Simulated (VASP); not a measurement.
All values below come from PBEsol GGA, VASP's PBE PAW potentials (set 64) (plane waves; VASP).

A VASP calculation is set up with these files.

### POSCAR
```
KF
1
    0.0000000000     2.6557847636     2.6557847636
    2.6557847636     0.0000000000     2.6557847636
    2.6557847636     2.6557847636     0.0000000000
K F
1 1
Direct
  0.0000000000   0.0000000000   0.0000000000
  0.5000000000   0.5000000000   0.5000000000
```

INCAR:
```
! general
SYSTEM=KF
PREC  =Accurate
ENCUT =620   ! plane-wave cut-off (eV)
LREAL =F
LASPH =T   ! aspherical one-centre terms

! electronic loop
EDIFF =1E-6   ! SCF stop (eV)
NELM  =100
ALGO  =Normal

! smearing
ISMEAR=0   ! Gaussian
SIGMA =0.05

! functional
GGA   =PS

! ions
IBRION=2
NSW   =40   ! most ionic steps
ISIF  =3
EDIFFG=-0.02

! output
LWAVE =F
LCHARG=F
```

KPOINTS:
```
Automatic
0
gamma
  9 9 9
0 0 0
```

POTCAR, in this order: K_sv F (PBE.64 set). Program: vasp_std.

Task: Estimate the energy per atom (σ→0), band gap (on the k-mesh).

Result: 
The energy per atom (σ→0) comes out as -4.261 eV/atom and the band gap (on the k-mesh) is 6.12 eV.

OSZICAR:
```
...
DAV:   7    -0.852656004898E+01    0.32460E-01   -0.11584E-01  1140   0.321E+00    0.242E+00
DAV:   8    -0.851989851147E+01    0.66615E-02   -0.52866E-02   920   0.275E+00    0.215E-01
DAV:   9    -0.852154023476E+01   -0.16417E-02   -0.64563E-03  1120   0.697E-01    0.119E-01
DAV:  10    -0.852191097264E+01   -0.37074E-03   -0.75096E-04   980   0.275E-01    0.698E-02
DAV:  11    -0.852213634218E+01   -0.22537E-03   -0.35512E-04   888   0.150E-01    0.201E-02
DAV:  12    -0.852212855269E+01    0.77895E-05   -0.59340E-05  1088   0.690E-02    0.762E-03
DAV:  13    -0.852212820039E+01    0.35230E-06   -0.60677E-06   912   0.245E-02
   1 F= -.85221282E+01 E0= -.85221282E+01  d E =-.852213E+01
```

The compound is KF in the rock salt structure. It was relaxed first.
